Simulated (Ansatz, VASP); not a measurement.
**HfC in two plane-wave programs**

Aim: how closely do two programs agree when they are given the same cell, functional and k mesh? The cell is taken from a series of runs on this material, whose earlier steps may have relaxed, scaled, displaced or heated it; both programs get it as it stands.

Program: Ansatz 0.2.0. Level of theory: plane waves, with VASP 6.6.1 beside it; zone-centre phonons at PBEsol. Results are calculated unless marked as measured.

## (1) The starting structure

It takes space group I4/mmm (No. 139, tetragonal). Conventional cell: a = 3.248 Å, b = 3.248 Å, c = 4.699 Å, α = 90.00°, β = 90.00°, γ = 90.00°. Nearest to C lie 6 Hf at 2.30 to 2.35 Å. Hf has 6 C at 2.30 to 2.35 Å nearest. Farther neighbours are not listed.

## (2) VASP: zone-centre phonons, PBEsol

Second derivatives magnify differences that forces hide, and they need a tight electronic threshold.

Lines of VASP's logs that name or quote its potential files are left out, and so is its time.

INCAR reads:

```
SYSTEM = HfC
PREC = Accurate
ENCUT = 600
EDIFF = 1E-08
NELM = 120
ISMEAR = 1
SIGMA = 0.2
LREAL = .FALSE.
ALGO = Normal
GGA = PS
NBANDS = 13
LASPH = .TRUE.
LORBIT = 11
LWAVE = .FALSE.
LCHARG = .FALSE.
ISIF = 2
IBRION = 8
GGA_COMPAT = .FALSE.
KPAR = 2
```

POSCAR reads:

```
HfC
1.0
    0.0000000000      2.2963404743      2.3496516719
    2.2963404743      0.0000000000      2.3496516719
    2.2963404743      2.2963404743      0.0000000000
C Hf
1 1
Direct
    0.0000000000      0.0000000000      0.0000000000
    0.5000000000      0.5000000000      0.5000000000
```

KPOINTS reads:

```
Automatic mesh
0
Gamma
16 16 16
0 0 0
```

PAW data sets: C and Hf_pv (PBE family, release 64).

Command:

```bash
$ mpirun -np 2 vasp_std
```

Numbers of over 12 decimals in the logs are rounded to 6 here.

Output:

```text
[banner, memory and clock lines left out]
running    2 mpi-ranks, on    1 nodes
 distrk:  each k-point on    1 cores,    2 groups
 distr:  one band on    1 cores,    1 groups

 POSCAR found type information on POSCAR C Hf
 POSCAR found :  2 types and       2 ions
|                                                                             |
|               ----> ADVICE to this user running VASP <----                  |
|                                                                             |
|     You enforced a specific xc type in the INCAR file but a different       |
|     [... a line on the potential file left out ...]
|     I HOPE YOU KNOW WHAT YOU ARE DOING!                                     |
|                                                                             |

 LDA part: xc-table for (Slater+PW92), standard interpolation
 POSCAR, INCAR and KPOINTS ok, starting setup
 FFT: planning ... GRIDC
 FFT: planning ... GRID_SOFT
 FFT: planning ... GRID
 WAVECAR not read
 entering main loop
       N       E                     dE             d eps       ncg     rms          rms(c)
DAV:   1     0.244257728649E+02    0.24426E+02   -0.85624E+03  9106   0.118E+03
DAV:   2    -0.233040819796E+02   -0.47730E+02   -0.44685E+02 11651   0.221E+02
DAV:   3    -0.250674159326E+02   -0.17633E+01   -0.17526E+01 11302   0.300E+01
DAV:   4    -0.250772343212E+02   -0.98184E-02   -0.98170E-02 10169   0.270E+00
DAV:   5    -0.250773040164E+02   -0.69695E-04   -0.69694E-04 11372   0.208E-01    0.596E+01
DAV:   6    -0.222578085019E+02    0.28195E+01   -0.12238E+01 10464   0.186E+01    0.421E+01
DAV:   7    -0.221988507858E+02    0.58958E-01   -0.54347E-01 10349   0.531E+00    0.239E+01
DAV:   8    -0.221870058638E+02    0.11845E-01   -0.62342E-02 10964   0.199E+00    0.512E+00
DAV:   9    -0.221815589038E+02    0.54470E-02   -0.24725E-02 10734   0.872E-01    0.191E+00
DAV:  10    -0.221811286010E+02    0.43030E-03   -0.17266E-03 10891   0.305E-01    0.468E-02
DAV:  11    -0.221811260243E+02    0.25767E-05   -0.81391E-05 10564   0.828E-02    0.248E-02
DAV:  12    -0.221811255922E+02    0.43212E-06   -0.25892E-06 11369   0.136E-02    0.746E-03
DAV:  13    -0.221811254482E+02    0.14398E-06   -0.26688E-07 11129   0.351E-03    0.144E-03
DAV:  14    -0.221811254286E+02    0.19606E-07   -0.20435E-08  9433   0.120E-03    0.501E-04
DAV:  15    -0.221811254376E+02   -0.89879E-08   -0.21396E-09  5127   0.420E-04
   1 F= -.22181125E+02 E0= -.22181001E+02  d E =-.373408E-03
 Linear response reoptimize wavefunctions to high precision
DAV:   1    -0.221811254402E+02   -0.26141E-08   -0.32718E-10  5967   0.164E-04
DAV:   2    -0.221811254402E+02   -0.75033E-11   -0.31754E-11  4782   0.478E-05
 Linear response DOF=           4
 Linear response progress:
  Degree of freedom:   1/  4
       N       E                     dE             d eps       ncg     rms          rms(c)
RMM:   1    -0.123175699562E+00   -0.12318E+00    0.28655E-02 35628   0.191E+00
RMM:   2    -0.118917130411E+00    0.42586E-02   -0.35950E-03 25920   0.359E-01    0.454E-01
RMM:   3    -0.119290032108E+00   -0.37290E-03   -0.68280E-04 23740   0.149E-01    0.239E-01
RMM:   4    -0.120227204820E+00   -0.93717E-03   -0.39991E-04 24352   0.111E-01    0.401E-02
RMM:   5    -0.120225830759E+00    0.13741E-05   -0.10914E-05 26714   0.245E-02    0.116E-02
RMM:   6    -0.120226077687E+00   -0.24693E-06   -0.40509E-07 28492   0.436E-03    0.454E-03
RMM:   7    -0.120214633010E+00    0.11445E-04   -0.97099E-08 27301   0.217E-03    0.262E-03
RMM:   8    -0.120218023746E+00   -0.33907E-05   -0.13396E-08 28847   0.727E-04    0.406E-04
RMM:   9    -0.120217282809E+00    0.74094E-06    0.14690E-09 30008   0.143E-04    0.176E-04
RMM:  10    -0.120217262405E+00    0.20404E-07   -0.52866E-09 30660   0.334E-05    0.328E-05
RMM:  11    -0.120217261239E+00    0.11661E-08   -0.77871E-10 29278   0.904E-06    0.665E-06
 first order change of Fermi-energy  -0.10646E-02
 force on displaced ion       1 direction 1 :  -8.734   0.000   0.000
 Linear response progress:
  Degree of freedom:   2/  4
       N       E                     dE             d eps       ncg     rms          rms(c)
RMM:   1    -0.119988431826E+00   -0.11999E+00    0.42555E-02 19941   0.184E+00
RMM:   2    -0.117757344788E+00    0.22311E-02   -0.28042E-03 14568   0.326E-01    0.351E-01
RMM:   3    -0.118124704752E+00   -0.36736E-03   -0.56626E-04 13156   0.137E-01    0.182E-01
RMM:   4    -0.119004846292E+00   -0.88014E-03   -0.36866E-04 13634   0.106E-01    0.336E-02
RMM:   5    -0.119006394163E+00   -0.15479E-05   -0.95429E-06 15016   0.226E-02    0.101E-02
RMM:   6    -0.119004543027E+00    0.18511E-05   -0.39730E-07 15877   0.418E-03    0.437E-03
RMM:   7    -0.118995208868E+00    0.93342E-05   -0.74577E-08 15337   0.185E-03    0.265E-03
RMM:   8    -0.118997434646E+00   -0.22258E-05   -0.10531E-08 16173   0.674E-04    0.392E-04
RMM:   9    -0.118997145400E+00    0.28925E-06    0.80024E-09 16924   0.119E-04    0.184E-04
RMM:  10    -0.118997129712E+00    0.15687E-07    0.86201E-10 16945   0.299E-05    0.219E-05
RMM:  11    -0.118997126207E+00    0.35052E-08   -0.35136E-10 16419   0.954E-06    0.452E-06
 first order change of Fermi-energy   0.28615E-02
 force on displaced ion       1 direction 3 :   0.000   0.000  -6.428
 Linear response progress:
  Degree of freedom:   3/  4
       N       E                     dE             d eps       ncg     rms          rms(c)
RMM:   1    -0.214699195269E+00   -0.21470E+00    0.37974E+00 17900   0.121E+01
RMM:   2    -0.211163699665E+00    0.35355E-02   -0.31631E-02 24916   0.130E+00    0.547E-01
RMM:   3    -0.210389079634E+00    0.77462E-03   -0.98081E-04 31247   0.161E-01    0.232E-01
RMM:   4    -0.209853790667E+00    0.53529E-03   -0.86732E-05 33419   0.583E-02    0.141E-01
RMM:   5    -0.209395472288E+00    0.45832E-03   -0.32275E-05 33208   0.415E-02    0.144E-02
RMM:   6    -0.209388227670E+00    0.72446E-05   -0.33476E-06 33573   0.111E-02    0.664E-03
RMM:   7    -0.209396136010E+00   -0.79083E-05   -0.26197E-06 36023   0.251E-03    0.672E-03
RMM:   8    -0.209396166376E+00   -0.30365E-07   -0.15631E-06 35464   0.603E-04    0.212E-03
RMM:   9    -0.209396620887E+00   -0.45451E-06   -0.19367E-06 37314   0.290E-04    0.410E-05
RMM:  10    -0.209396959189E+00   -0.33830E-06   -0.13529E-06 35801   0.959E-05    0.965E-06
RMM:  11    -0.209397027235E+00   -0.68046E-07   -0.64945E-07 38902   0.362E-05    0.356E-05
RMM:  12    -0.209397045444E+00   -0.18209E-07   -0.35077E-07 36171   0.150E-05    0.308E-05
RMM:  13    -0.209397056783E+00   -0.11339E-07   -0.18160E-07 31844   0.757E-06    0.659E-06
RMM:  14    -0.209397055172E+00    0.16110E-08   -0.10694E-07 25016   0.433E-06    0.989E-06
RMM:  15    -0.209397057564E+00   -0.23920E-08   -0.54201E-08 22815   0.275E-06    0.324E-06
 first order change of Fermi-energy   0.13780E-02
 force on displaced ion       2 direction 1 :  -8.735   0.000   0.000
 Linear response progress:
  Degree of freedom:   4/  4
       N       E                     dE             d eps       ncg     rms          rms(c)
RMM:   1    -0.216407340314E+00   -0.21641E+00    0.35900E+00 10253   0.118E+01
RMM:   2    -0.213520717602E+00    0.28866E-02   -0.30871E-02 14038   0.127E+00    0.463E-01
RMM:   3    -0.212845083115E+00    0.67563E-03   -0.91534E-04 17323   0.150E-01    0.178E-01
RMM:   4    -0.212378824938E+00    0.46626E-03   -0.69993E-05 18706   0.507E-02    0.118E-01
RMM:   5    -0.211926868494E+00    0.45196E-03   -0.26262E-05 18340   0.384E-02    0.118E-02
RMM:   6    -0.211915724857E+00    0.11144E-04   -0.20593E-06 19047   0.958E-03    0.457E-03
RMM:   7    -0.211926647451E+00   -0.10923E-04   -0.81929E-07 19567   0.234E-03    0.508E-03
RMM:   8    -0.211927067706E+00   -0.42026E-06   -0.10455E-06 19573   0.541E-04    0.137E-03
RMM:   9    -0.211927264094E+00   -0.19639E-06   -0.14312E-06 20437   0.251E-04    0.152E-04
RMM:  10    -0.211927573866E+00   -0.30977E-06   -0.89450E-07 19929   0.845E-05    0.148E-05
RMM:  11    -0.211927633600E+00   -0.59734E-07   -0.39436E-07 21690   0.297E-05    0.377E-05
RMM:  12    -0.211927644894E+00   -0.11293E-07   -0.18313E-07 19100   0.991E-06    0.196E-05
RMM:  13    -0.211927651554E+00   -0.66601E-08   -0.97797E-08 16627   0.508E-06    0.337E-06
 first order change of Fermi-energy  -0.25925E-02
 force on displaced ion       2 direction 3 :   0.000   0.000  -6.429
 Linear response finished
```

OUTCAR, selected parts (step 2):

```text
ion  position               nearest neighbor table
   1  0.000  0.000  0.000-   2 2.30   2 2.30   2 2.30   2 2.30   2 2.35   2 2.35
   2  0.500  0.500  0.500-   1 2.30   1 2.30   1 2.30   1 2.30   1 2.35   1 2.35

  LATTYP: Found a body centered tetragonal cell.
 ALAT       =     3.2475158426
 C/A-ratio  =     1.4470455485

 Subroutine GETGRP returns: Found 16 space group operations
 (whereof 16 operations were pure point group operations)

The static configuration has the point symmetry D_4h.

 Found    349 irreducible k-points:

   k-points           NKPTS =    349   k-points in BZ     NKDIM =    349   number of bands    NBANDS=     13

   dimension x,y,z NGX =    28 NGY =   28 NGZ =   28
   dimension x,y,z NGXF=    56 NGYF=   56 NGZF=   56

   ENCUT  =  600.0 eV  44.10 Ry    6.64 a.u.   6.56  6.56  6.49*2*pi/ulx,y,z

   NELECT =      14.0000    total number of electrons

 k-points in reciprocal lattice and weights: Automatic mesh
   0.00000000  0.00000000  0.00000000       0.000
   0.06250000  0.00000000  0.00000000       0.002
   0.12500000  0.00000000  0.00000000       0.002
   0.18750000  0.00000000  0.00000000       0.002
   0.25000000  0.00000000  0.00000000       0.002
   0.31250000  0.00000000  0.00000000       0.002
   0.37500000  0.00000000  0.00000000       0.002
   0.43750000  0.00000000  0.00000000       0.002
   0.50000000  0.00000000  0.00000000       0.001
[...]
-0.31250000  0.18750000  0.50000000       0.001
  -0.25000000  0.25000000  0.50000000       0.000

 average (electrostatic) potential at core
       1 -47.7639       2 -35.0856

  Total       -0.0653052     -0.0653052     -1.4903582      0.0000000      0.0000000      0.0000000
  in kB       -4.2223345     -4.2223345    -96.3596492      0.0000000      0.0000000      0.0000000
  external PRESSURE =     -34.9347727 kB  Pullay stress =       0.0000000 kB

  energy-cutoff  :      600.00
  volume of cell :       24.78
      direct lattice vectors                 reciprocal lattice vectors
     0.000000000  2.296340474  2.349651672    -0.217737746  0.217737746  0.212797499
     2.296340474  0.000000000  2.349651672     0.217737746 -0.217737746  0.212797499
     2.296340474  2.296340474  0.000000000     0.217737746  0.217737746 -0.212797499

 POSITION                                       TOTAL-FORCE (eV/Angst)
 -----------------------------------------------------------------------------------
      0.00000      0.00000      0.00000        -0.000000     -0.000000      0.000000
      2.29634      2.29634      2.34965         0.000000      0.000000      0.000000
 -----------------------------------------------------------------------------------
    total drift:                                0.000000      0.000000      0.000000

 Eigenvectors and eigenvalues of the dynamical matrix
 ----------------------------------------------------

   1 f  =   13.772768 THz    86.536852 2PiTHz  459.410080 cm-1    56.959565 meV
             X         Y         Z           dx          dy          dz
      0.000000  0.000000  0.000000     0.967961   -0.000000    0.000000
      2.296340  2.296340  2.349652    -0.251100    0.000000    0.000000

   2 f  =   13.772768 THz    86.536852 2PiTHz  459.410080 cm-1    56.959565 meV
             X         Y         Z           dx          dy          dz
      0.000000  0.000000  0.000000     0.000000    0.967961    0.000000
      2.296340  2.296340  2.349652     0.000000   -0.251100    0.000000

   3 f  =   11.815651 THz    74.239925 2PiTHz  394.127696 cm-1    48.865584 meV
             X         Y         Z           dx          dy          dz
      0.000000  0.000000  0.000000     0.000000    0.000000   -0.967961
      2.296340  2.296340  2.349652    -0.000000    0.000000    0.251100

   4 f/i=    0.000037 THz     0.000235 2PiTHz    0.001246 cm-1     0.000154 meV
             X         Y         Z           dx          dy          dz
      0.000000  0.000000  0.000000    -0.000000   -0.000000    0.251100
      2.296340  2.296340  2.349652    -0.000000   -0.000001    0.967961

   5 f/i=    0.000054 THz     0.000342 2PiTHz    0.001816 cm-1     0.000225 meV
             X         Y         Z           dx          dy          dz
      0.000000  0.000000  0.000000    -0.043842   -0.247243   -0.000000
      2.296340  2.296340  2.349652    -0.169007   -0.953092   -0.000001

   6 f/i=    0.000054 THz     0.000342 2PiTHz    0.001816 cm-1     0.000225 meV
             X         Y         Z           dx          dy          dz
      0.000000  0.000000  0.000000    -0.247243    0.043842    0.000000
      2.296340  2.296340  2.349652    -0.953092    0.169007    0.000000

 ELASTIC MODULI CONTR FROM IONIC RELAXATION (kBar)
 Direction    XX          YY          ZZ          XY          YZ          ZX
 --------------------------------------------------------------------------------
 XX           0.0000      0.0000      0.0000      0.0000      0.0000      0.0000
 YY           0.0000      0.0000      0.0000      0.0000      0.0000      0.0000
 ZZ           0.0000      0.0000      0.0000      0.0000      0.0000      0.0000
 XY           0.0000      0.0000      0.0000      0.0000      0.0000      0.0000
 YZ           0.0000      0.0000      0.0000      0.0000      0.0000      0.0000
 ZX           0.0000      0.0000      0.0000      0.0000      0.0000      0.0000
 --------------------------------------------------------------------------------
```

Energies printed during the response cycles are not total energies of the cell.

[end of part 1 of 2]

[Lines on the potential files, build, host, timing and source positions are cut from VASP's logs without a mark.]

[Logs are printed without paths, hosts, clocks, repeated set-up lines and the standing remarks that a program may print on its own settings, such as how far it seeks lower states.]

[Hosts, paths, dates, database ids (printed as entryN), source tags and the programs' standing remarks are cut or masked in the printed files.]
